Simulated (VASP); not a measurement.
Given:

```
CELL_PARAMETERS angstrom
      4.12299     0.00000     0.00000
      0.00000     4.12299     0.00000
      0.00000     0.00000     4.12299
ATOMIC_POSITIONS crystal
  K  0.00000 0.00000 0.00000
  Zn 0.50000 0.50000 0.50000
  F  0.50000 0.00000 0.50000
  F  0.00000 0.50000 0.50000
  F  0.50000 0.50000 0.00000
```

Calculation: rev-vdW-DF2, VASP's PBE PAW potentials (set 64) (plane waves; VASP 6.6.1). Numerical set-up: 520 eV cut-off, 6×6×6 Γ-centred mesh, Gaussian smearing of 0.050 eV, potentials K_sv Zn F.

Problem. Give the stress tensor in GPa (positive for a compressed cell).

Solution. 
```
-2.08   0.00   0.00
 0.00  -2.08   0.00
 0.00   0.00  -2.08
```
The pressure is its mean diagonal, -2.08 GPa.

The compound is KZnF3 in the cubic perovskite structure. This cell is one point of a volume scan, at 1.03 of the reference volume.
